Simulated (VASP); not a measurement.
# LiZnC5 (P4/mmm) in VASP: further runs

One crystal, LiZnC5, is run at these levels: PBE; tasks: single point.

Everything below comes from runs of VASP 6.6.1. Logs are shortened: lines on timing, memory, paths and dates and some standing lists are left out, and cuts for length are marked.

## 1. The cell of the first run

It takes space group P4/mmm (No. 123, tetragonal). Conventional cell: a = 5.272 Å, b = 5.272 Å, c = 3.828 Å, α = 90.00°, β = 90.00°, γ = 90.00°. Li (site symmetry 4/mmm) is surrounded by 4 C at 2.00 Å. Zn (site symmetry 4/mmm) has 2 C at 1.91 Å as nearest neighbours. C (site symmetry m2m) is surrounded by 1 C at 1.27 Å. Around C (site symmetry 4/mmm) lie 2 Zn at 1.91 Å.

The cell was built by a generator and needn't be a form met in nature.

## 2. Single point, PBE (random cell by space group and Wyckoff sites (P4/mmm, No. 123))

The input, INCAR:

```
SYSTEM = LiZnC5
PREC = Accurate ; ENCUT = 520
EDIFF = 1E-6 ; ISMEAR = 0
SIGMA = 0.1 ; LREAL = .False.
LASPH = .True. ; NELM = 100
ALGO = Fast ; ISIF = 2
LWAVE = .False. ; LCHARG = .True.
GGA = PE ; LELF = .True.
LVHAR = .True. ; NBANDS = 26
```

The input, KPOINTS:

```
regular mesh
0
Gamma
  8 8 10
  0 0 0
```

The input, POSCAR:

```
LiZnC5
1.0
    5.2718621994      0.0000000000      0.0000000000
    0.0000000000      5.2718621994      0.0000000000
    0.0000000000      0.0000000000      3.8277633312
Li Zn C
1 1 5
Direct
    0.5000000000      0.5000000000      0.0000000000
    0.0000000000      0.0000000000      0.0000000000
    0.1208573302      0.5000000000      0.0000000000
    0.8791426698      0.5000000000      0.0000000000
    0.5000000000      0.1208573302      0.0000000000
    0.5000000000      0.8791426698      0.0000000000
    0.0000000000      0.0000000000      0.5000000000
```

Potentials or basis: VASP PAW PBE potentials, release 64 (Li_sv, Zn, C).

Launch:

```bash
> cat potpaw_PBE.64/Li_sv/POTCAR potpaw_PBE.64/Zn/POTCAR potpaw_PBE.64/C/POTCAR > POTCAR
> mpirun -np 1 vasp_std > vasp.out
```

OUTCAR:

```text
SYSTEM = LiZnC5
   PREC = Accurate
   ENCUT = 520
   EDIFF = 1E-6
   ISMEAR = 0
   LREAL = .False.
   LASPH = .True.
   NELM = 100
   ISIF = 2
   GGA = PE

 ion  position               nearest neighbor table
   1  0.500  0.500  0.000-   3 2.00   4 2.00   5 2.00   6 2.00
   2  0.000  0.000  0.000-   7 1.91   7 1.91
   3  0.121  0.500  0.000-   4 1.27   1 2.00
   4  0.879  0.500  0.000-   3 1.27   1 2.00
   5  0.500  0.121  0.000-   6 1.27   1 2.00
   6  0.500  0.879  0.000-   5 1.27   1 2.00
   7  0.000  0.000  0.500-   2 1.91   2 1.91

  LATTYP: Found a simple tetragonal cell.
 ALAT       =     5.2718621994
 C/A-ratio  =     0.7260742384

  Lattice vectors:

 A1 = (   5.2718621994,   0.0000000000,   0.0000000000)
 A2 = (   0.0000000000,   5.2718621994,   0.0000000000)
 A3 = (   0.0000000000,   0.0000000000,   3.8277633312)

Analysis of symmetry for initial positions (statically):
=====================================================================
 Subroutine PRICEL returns:
 Original cell was already a primitive cell.

 Routine SETGRP: Setting up the symmetry group for a
 simple tetragonal supercell.

 Subroutine GETGRP returns: Found 16 space group operations
 (whereof 16 operations were pure point group operations)
 out of a pool of 16 trial point group operations.

The static configuration has the point symmetry D_4h.

Analysis of symmetry for dynamics (positions and initial velocities):
=====================================================================
 Subroutine PRICEL returns:
 Original cell was already a primitive cell.

 Routine SETGRP: Setting up the symmetry group for a
 simple tetragonal supercell.

 Subroutine GETGRP returns: Found 16 space group operations
 (whereof 16 operations were pure point group operations)
 out of a pool of 16 trial point group operations.

The dynamic configuration has the point symmetry D_4h.

 Subroutine INISYM returns: Found 16 space group operations
 (whereof 16 operations are pure point group operations),
 and found     1 'primitive' translations

----------------------------------------------------------------------------------------

                                     Primitive cell

  volume of cell :     106.3832

  direct lattice vectors                    reciprocal lattice vectors
     5.271862199  0.000000000  0.000000000     0.189686293  0.000000000  0.000000000
     0.000000000  5.271862199  0.000000000     0.000000000  0.189686293  0.000000000
     0.000000000  0.000000000  3.827763331     0.000000000  0.000000000  0.261249172

  length of vectors
     5.271862199  5.271862199  3.827763331     0.189686293  0.189686293  0.261249172

  position of ions in fractional coordinates (direct lattice)
     0.500000000  0.500000000  0.000000000
     0.000000000  0.000000000  0.000000000
     0.120857330  0.500000000  0.000000000
     0.879142670  0.500000000  0.000000000
     0.500000000  0.120857330  0.000000000
     0.500000000  0.879142670  0.000000000
     0.000000000  0.000000000  0.500000000

  ion indices of the primitive-cell ions
   primitive index   ion index
                 1           1
                 2           2
                 3           3
                 4           4
                 5           5
                 6           6
                 7           7

----------------------------------------------------------------------------------------

 KPOINTS: regular mesh

Automatic generation of k-mesh.
 Grid dimensions read from file:
 generate k-points for:    8    8   10

 Generating k-lattice:

  Cartesian coordinates                     Fractional coordinates (reciprocal lattice)
     0.023710787  0.000000000  0.000000000     0.125000000  0.000000000  0.000000000
     0.000000000  0.023710787  0.000000000     0.000000000  0.125000000  0.000000000
     0.000000000  0.000000000  0.026124917     0.000000000  0.000000000  0.100000000

  Length of vectors
     0.023710787  0.023710787  0.026124917

  Shift w.r.t. Gamma in fractional coordinates (k-lattice)
     0.000000000  0.000000000  0.000000000

 Subroutine IBZKPT returns following result:
 ===========================================

 Found     90 irreducible k-points:

 Following reciprocal coordinates:
            Coordinates               Weight
  0.000000  0.000000  0.000000      1.000000
  0.125000  0.000000  0.000000      4.000000
  0.250000  0.000000  0.000000      4.000000
  0.375000  0.000000  0.000000      4.000000
  0.500000  0.000000  0.000000      2.000000
  0.125000  0.125000  0.000000      4.000000
[... 16 lines left out ...]
  0.375000  0.125000  0.100000     16.000000
  0.500000  0.125000  0.100000      8.000000
 [... further k-points ...]
   k-points           NKPTS =     90   k-points in BZ     NKDIM =     90   number of bands    NBANDS=     26
   number of dos      NEDOS =    301   number of ions     NIONS =      7
   total plane-waves  NPLWV =  44800
   dimension x,y,z NGX =    40 NGY =   40 NGZ =   28
   dimension x,y,z NGXF=    80 NGYF=   80 NGZF=   56
   ions per type =               1   1   5
   NGX,Y,Z   is equivalent  to a cutoff of  12.61, 12.61, 12.16 a.u.
   NGXF,Y,Z  is equivalent  to a cutoff of  25.23, 25.23, 24.32 a.u.
 SYSTEM =  LiZnC5
   PREC   = accura    normal or accurate (medium, high low for compatibility)
   ISTART =      0    job   : 0-new  1-cont  2-samecut
   ICHARG =      2    charge: 1-file 2-atom 10-const
   ISPIN  =      1    spin polarized calculation?
   LNONCOLLINEAR =      F non collinear calculations
   LSORBIT =      F    spin-orbit coupling
   LASPH  =      T    aspherical Exc in radial PAW
   ENCUT  =  520.0 eV  38.22 Ry    6.18 a.u.   9.80  9.80  7.12*2*pi/ulx,y,z
   NELM   =    100;   NELMIN=  2; NELMDL= -5     # of ELM steps
   EDIFF  = 0.1E-05   stopping-criterion for ELM
   LREAL  =      F    real-space projection
   EDIFFG = 0.1E-04   stopping-criterion for IOM
   NSW    =      0    number of steps for IOM
   IBRION =     -1    ionic relax: 0-MD 1-quasi-New 2-CG
   NFREE  =      0    steps in history (QN), initial steepest desc. (CG)
   ISIF   =      2    stress and relaxation
   ISYM   =      2    0-nonsym 1-usesym 2-fastsym
   POTIM  = 0.5000    time-step for ionic-motion
   TEBEG  =    0.0;   TEEND  =   0.0 temperature during run
   PSTRESS=    0.0 pullay stress
   NELECT =      35.0000    total number of electrons
   NUPDOWN=      -1.0000    fix difference up-down
   EMIN   =  10.00;   EMAX   =-10.00  energy-range for DOS
   EFERMI =   0.00;   METHOD = LEGACY
   ISMEAR =     0;   SIGMA  =   0.10  broadening in eV -4-tet -1-fermi 0-gaus
   EFERMI_NEDOS =   21; number of points for ismear=-14 and -15
   IALGO  =     68    algorithm
   IMIX   =      4    mixing-type and parameters
     AMIX     =   0.40;   BMIX     =  1.00
     AMIX_MAG =   1.60;   BMIX_MAG =  1.00
  volume/ion in A,a.u.               =      15.20       102.56
  Fermi-wavevector in a.u.,A,eV,Ry     =   1.130160  2.135692 17.378188  1.277261
  Thomas-Fermi vector in A             =   2.266855
   LORBIT       =      0    0 simple, 1 ext, 2 COOP (PROOUT), +10 PAW based schemes
   GGA     = PE    functional components
   LHFCALC =     F    Hartree Fock is set to
   AEXX    =    0.0000 exact exchange contribution
   IVDW    =     0    specifies the selected vdW correction
   LEPSILON=     F    determine dielectric tensor
   LRPA    =     F    only Hartree local field effects (RPA)
 non-spin polarized calculation
 RMM-DIIS sequential band-by-band and
 Gauss-broadening in eV      SIGMA  =   0.10
  energy-cutoff  :      520.00
  volume of cell :      106.38
 maximum number of plane-waves:      2894
 NGX is ok and might be reduce to    40
   NGX = 19   NGY = 19   NGZ = 15

 number of electron      35.0000004 magnetization

 Free energy of the ion-electron system (eV)
  ---------------------------------------------------
  ext. energy  EPLUGINS =         0.00000000
  ---------------------------------------------------
  free energy    TOTEN  =       -34.30680931 eV

  energy without entropy =      -34.29043544  energy(sigma->0) =      -34.29862237

 E-fermi :  -0.5354     XC(G=0):  -8.5488

 val. band max:       -0.5404489511   @ k =   0.5000   0.1250   0.3000
 cond. band min:      -0.5346428892   @ k =   0.5000   0.3750   0.4000
 fundamental gap:      0.0058060619
 Fermi energy:        -0.5353866890

 k-point     1 :       0.0000    0.0000    0.0000
  band No.  band energies     occupation
      1     -43.3400      2.00000
      2     -13.7385      2.00000
      3     -13.1678      2.00000
      4     -11.1866      2.00000
      5      -6.8472      2.00000
      6      -6.8472      2.00000
[... 18 lines left out ...]
     25       7.2838      0.00000
     26       7.4480      0.00000

 k-point     2 :       0.1250    0.0000    0.0000
  band No.  band energies     occupation
      1     -43.3401      2.00000
      2     -13.7147      2.00000
      3     -13.1846      2.00000
      4     -11.2012      2.00000
      5      -6.8487      2.00000
      6      -6.8471      2.00000
[... 18 lines left out ...]
     25       7.2430      0.00000
     26       7.3452      0.00000

 k-point     3 :       0.2500    0.0000    0.0000
  band No.  band energies     occupation
      1     -43.3401      2.00000
      2     -13.6482      2.00000
      3     -13.2343      2.00000
      4     -11.2367      2.00000
      5      -6.8523      2.00000
      6      -6.8470      2.00000
[... 572 lines left out ...]
 k-point    23 :       0.3750    0.1250    0.1000
  band No.  band energies     occupation
      1     -43.3400      2.00000
      2     -13.5216      2.00000
      3     -13.3044      2.00000
      4     -11.2196      2.00000
      5      -6.8828      2.00000
      6      -6.8740      2.00000
[... 18 lines left out ...]
     25       5.9002      0.00000
     26       7.9637      0.00000

 k-point    24 :       0.5000    0.1250    0.1000
  band No.  band energies     occupation
      1     -43.3400      2.00000
      2     -13.4542      2.00000
      3     -13.3638      2.00000
      4     -11.2343      2.00000
      5      -6.8834      2.00000
      6      -6.8745      2.00000
[... 18 lines left out ...]
     25       5.8455      0.00000
     26       8.0005      0.00000

 [... further k-points ...]

------------------------ aborting loop because EDIFF is reached ----------------------------------------

  FORCE on cell =-STRESS in cart. coord.  units (eV):
  Direction    XX          YY          ZZ          XY          YZ          ZX
  --------------------------------------------------------------------------------------
  -------------------------------------------------------------------------------------
  Total        0.1645396      0.1645396      0.2489264      0.0000000      0.0000000      0.0000000
  in kB        2.4780380      2.4780380      3.7489393      0.0000000      0.0000000      0.0000000
  external PRESSURE =       2.9016718 kB  Pullay stress =       0.0000000 kB

 VOLUME and BASIS-vectors are now :
 -----------------------------------------------------------------------------
  energy-cutoff  :      520.00
  volume of cell :      106.38
      direct lattice vectors                 reciprocal lattice vectors
     5.271862199  0.000000000  0.000000000     0.189686293  0.000000000  0.000000000
     0.000000000  5.271862199  0.000000000     0.000000000  0.189686293  0.000000000
     0.000000000  0.000000000  3.827763331     0.000000000  0.000000000  0.261249172

 POSITION                                       TOTAL-FORCE (eV/Angst)
 -----------------------------------------------------------------------------------
      2.63593      2.63593      0.00000        -0.000000      0.000000      0.000000
      0.00000      0.00000      0.00000        -0.000000      0.000000      0.000000
      0.63714      2.63593      0.00000         0.077584      0.000000      0.000000
      4.63472      2.63593      0.00000        -0.077584      0.000000     -0.000000
      2.63593      0.63714      0.00000         0.000000      0.077584      0.000000
      2.63593      4.63472      0.00000        -0.000000     -0.077584     -0.000000
      0.00000      0.00000      1.91388        -0.000000      0.000000      0.000000
 -----------------------------------------------------------------------------------
    total drift:                                0.000000     -0.000000     -0.000000

  FREE ENERGIE OF THE ION-ELECTRON SYSTEM (eV)
  ---------------------------------------------------
  free  energy   TOTEN  =       -34.3068093076 eV

  energy  without entropy=      -34.2904354381  energy(sigma->0) =      -34.29862237
```

Wall time 5.7 min (1 thread of Intel Xeon Platinum 8259CL at 2.50GHz (Skylake/Cascade Lake), shared host); peak memory 0.36 GiB.

Results:

```
Free energy            : -34.3068 eV
Largest force          : 0.078 eV/Å
Band gap on the k mesh : none (metal or under the smearing width)
```

Forces in eV/Å, atoms in the order of the input:
```
Li   0.000  0.000  0.000
Zn   0.000  0.000  0.000
C    0.078  0.000  0.000
C   -0.078  0.000  0.000
C    0.000  0.078  0.000
C    0.000 -0.078  0.000
C    0.000  0.000  0.000
```

Caveat: the cutoff is under 1.25 times the usual one of these potentials, so pressure, stress and relaxed cells hold a basis-set (Pulay) error.

## 3. Single point, PBE (random cell by space group and Wyckoff sites (P4/mmm, No. 123))

The input, INCAR:

```
SYSTEM = LiZnC5
ALGO = Normal
EDIFF = 1E-7
ENCUT = 520
GGA = PE
ISIF = 2
ISMEAR = 0
LASPH = .True.
LCHARG = .False.
LREAL = .False.
LWAVE = .False.
NBANDS = 26
NELM = 100
PREC = Accurate
SIGMA = 0.1
```

The input, KPOINTS:

```
k-points
0
Gamma
  4 4 4
  0 0 0
```

The input, POSCAR:

```
LiZnC5
1.0
    5.2590421110      0.0000000000      0.0000000000
    0.0000000000      5.2590421110      0.0000000000
    0.0000000000      0.0000000000      3.8279340992
Li Zn C
1 1 5
Direct
    0.5000000000      0.5000000000      0.0000000000
    0.0000000000      0.0000000000      0.0000000000
    0.1211215911      0.5000000000      0.0000000000
    0.8788784089      0.5000000000      0.0000000000
    0.5000000000      0.1211215911      0.0000000000
    0.5000000000      0.8788784089      0.0000000000
    0.0000000000      0.0000000000      0.5000000000
```

Potentials or basis: VASP PAW PBE potentials, release 64 (Li_sv, Zn, C).

Launch:

```bash
> cat potpaw_PBE.64/Li_sv/POTCAR potpaw_PBE.64/Zn/POTCAR potpaw_PBE.64/C/POTCAR > POTCAR
> mpirun -np 1 vasp_std > vasp.out
```

Run time: 39 s. Hardware: 1 thread of Intel Xeon Platinum 8488C (Sapphire Rapids), shared host; peak memory 0.21 GiB.

Results (log left out):

```
Free energy            : -34.3113 eV
Largest force          : 0.065 eV/Å
Band gap on the k mesh : none (metal or under the smearing width)
```

Forces on the atoms (eV/Å):
```
Li   0.000  0.000  0.000
Zn   0.000  0.000  0.000
C    0.065  0.000  0.000
C   -0.065  0.000  0.000
C    0.000  0.065  0.000
C    0.000 -0.065  0.000
C    0.000  0.000  0.000
```

Levels at points of the mesh, in eV from the Fermi level:
```csv
k point,band 15,band 16,band 17,band 18,band 19,band 20
"(0.00, 0.00, 0.00)",-2.26,-0.72,-0.57,0.51,0.51,0.73
"(0.50, 0.00, 0.00)",-0.92,-0.83,-0.61,-0.57,-0.01,0.51
"(0.50, 0.50, 0.00)",-2.06,-0.85,-0.85,-0.61,-0.37,-0.37
"(0.00, 0.00, 0.50)",-1.66,-1.66,-1.39,0.08,0.08,0.89
"(0.50, 0.00, 0.50)",-1.70,-1.22,-0.08,0.12,0.17,0.79
"(0.50, 0.50, 0.50)",-1.63,-1.63,-0.52,0.15,0.81,0.81
```

Caveat: the k mesh is coarse (spacing up to 0.41 Å⁻¹), so the values aren't converged; the cutoff is under 1.25 times the usual one of these potentials, so pressure, stress and relaxed cells hold a basis-set (Pulay) error.
